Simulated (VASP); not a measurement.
VASP input:

File POSCAR:
```
ZrC
1.0
  0.0000000000   2.3228405768   2.3228405768
  2.3228405768   0.0000000000   2.3228405768
  2.3228405768   2.3228405768   0.0000000000
Zr C
1 1
direct
  0.0000000000   0.0000000000   0.0000000000
  0.5000000000   0.5000000000   0.5000000000
```

**KPOINTS**
```
kpoints
0
G
14 14 14
```

INCAR:
```
SYSTEM = ZrC
PREC = Accurate; ENCUT = 620; LREAL = .FALSE.
LASPH = .TRUE.
EDIFF = 1E-6; NELM = 100; ALGO = Normal
LMAXMIX = 4
ISMEAR = 1; SIGMA = 0.1
IBRION = 2; NSW = 40; ISIF = 3
EDIFFG = -0.02
LWAVE = .FALSE.; LCHARG = .FALSE.
```

POTCAR, in this order: Zr_sv C (LDA.64 set). Program: vasp_std.

Q: Write an equivalent input for Quantum ESPRESSO's pw.x.

A: One equivalent input (not run):
```
&CONTROL
  calculation = 'vc-relax'
  pseudo_dir = './pseudo'
  outdir = './out'
  tprnfor = .true.
  tstress = .true.
  nstep = 40
  forc_conv_thr = 0.00078
/
&SYSTEM
  ibrav = 0
  nat = 2
  ntyp = 2
  ecutwfc = 82
  occupations = 'smearing'
  smearing = 'methfessel-paxton'
  degauss = 0.00735
  input_dft = 'pz'
/
&ELECTRONS
  conv_thr = 7.3e-08
  electron_maxstep = 100
/
&IONS
/
&CELL
/
ATOMIC_SPECIES
  Zr 91.224 Zr.upf
  C 12.011 C.upf
CELL_PARAMETERS angstrom
     0.0000000    2.3228406    2.3228406
     2.3228406    0.0000000    2.3228406
     2.3228406    2.3228406    0.0000000
ATOMIC_POSITIONS crystal
  Zr   0.0000000  0.0000000  0.0000000
  C    0.5000000  0.5000000  0.5000000
K_POINTS automatic
  14 14 14 0 0 0
```
Limits of the translation: the potentials are each code's own (VASP's PAW set, PseudoDojo norm-conserving files in pw.x), so ENCUT and ecutwfc are chosen apart and not converted; conv_thr bounds pw.x's estimated SCF error, while EDIFF bounds the energy change between steps; forc_conv_thr acts on force components and is met together with etot_conv_thr.

The compound is ZrC in the rock salt structure. It was relaxed first.
